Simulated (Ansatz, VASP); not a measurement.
# Rb2Tl6Sn: VASP beside Ansatz

The input INCAR:

```
PREC     = Accurate       # precision mode
ENCUT    = 520            # plane-wave cutoff, eV
EDIFF    = 1E-6           # SCF threshold, eV
ISMEAR   = 1              # smearing method
SIGMA    = 0.005          # smearing width, eV
LREAL    = False          # projectors in reciprocal space
LASPH    = True           # aspherical terms in the spheres
NELM     = 80             # most SCF steps
ALGO     = Normal         # electronic algorithm
ISIF     = 2              # what is computed and relaxed
LWAVE    = False          # write WAVECAR
LCHARG   = False          # write CHGCAR
GGA      = PE             # functional
NBANDS   = 65             # bands
```

The input KPOINTS:

```
Automatic mesh
0
Gamma
  3 3 3
```

Contents of POSCAR:

```
Rb2Tl6Sn
1.0
    0.0000000000      5.2254420000      5.2254420000
    5.2254420000      0.0000000000      5.2254420000
    5.2254420000      5.2254420000      0.0000000000
Tl Sn Rb
6 1 2
Direct
    0.7453500000      0.2546500000      0.2546500000
    0.2546500000      0.7453500000      0.2546500000
    0.2546500000      0.7453500000      0.7453500000
    0.7453500000      0.2546500000      0.7453500000
    0.2546500000      0.2546500000      0.7453500000
    0.7453500000      0.7453500000      0.2546500000
    0.5000000000      0.5000000000      0.5000000000
    0.2500000000      0.2500000000      0.2500000000
    0.7500000000      0.7500000000      0.7500000000
```

Input for Ansatz:

```yaml
crystal:
  lattice:
    - [0.0, 5.225442, 5.225442]
    - [5.225442, 0.0, 5.225442]
    - [5.225442, 5.225442, 0.0]
  atoms:
    - { symbol: Tl, position: [0.74535, 0.25465, 0.25465] }
    - { symbol: Tl, position: [0.25465, 0.74535, 0.25465] }
    - { symbol: Tl, position: [0.25465, 0.74535, 0.74535] }
    - { symbol: Tl, position: [0.74535, 0.25465, 0.74535] }
    - { symbol: Tl, position: [0.25465, 0.25465, 0.74535] }
    - { symbol: Tl, position: [0.74535, 0.74535, 0.25465] }
    - { symbol: Sn, position: [0.5, 0.5, 0.5] }
    - { symbol: Rb, position: [0.25, 0.25, 0.25] }
    - { symbol: Rb, position: [0.75, 0.75, 0.75] }
  symmetry: { tolerance: 0.0003 }
kpoints:
  mp_grid: { grid: [3, 3, 3], shift: [0, 0, 0] }
magnetization:
  spin_polarized: false
scf:
  occupations: { method: cold, width: 0.005 }
hamiltonian:
  pseudopotentials: { kind: paw }
  xc: pbe
basis:
  ecutwfc: 420
output:
  forces: true
  stress: true
  eigenvalues: true
```

The cell was built by a generator and needn't be a form met in nature.

Alike in both runs: task single point; functional PBE; k mesh 3 × 3 × 3; no spin polarisation.

|  | VASP | Ansatz |
| --- | --- | --- |
| version | VASP 6.6.1 | Ansatz 0.2.0 |
| potentials or method | VASP PAW PBE potentials, release 64 (Tl_d, Sn_d, Rb_sv) | PAW plane waves |
| plane-wave cutoff (eV) | 520 | 420 |
| occupations | methfessel-paxton of order 1, width 0.005 eV | cold, width 0.005 eV |
| valence electrons in the cell | 110 | 110 |

Ansatz gave:

```
gap on the k mesh at the Fermi level (eV) : none
pressure (GPa)                            : 11.7
rms of the force components (eV/Å)        : 1.817
```

Question: Which values does VASP return?

Answer: gap on the k mesh at the Fermi level (eV): none; pressure (GPa): 11.8; rms of the force components (eV/Å): 1.829.

Atom by atom the forces differ by 0.013 eV/Å (rms over components). A gap of «none» marks a metal or a gap that the smearing closes.

Caveats: forces of over 1 eV/Å show positions far from the minimum, so gaps and moduli don't describe the material at rest. The runs have no spin-orbit coupling, so splittings on Tl are missing.
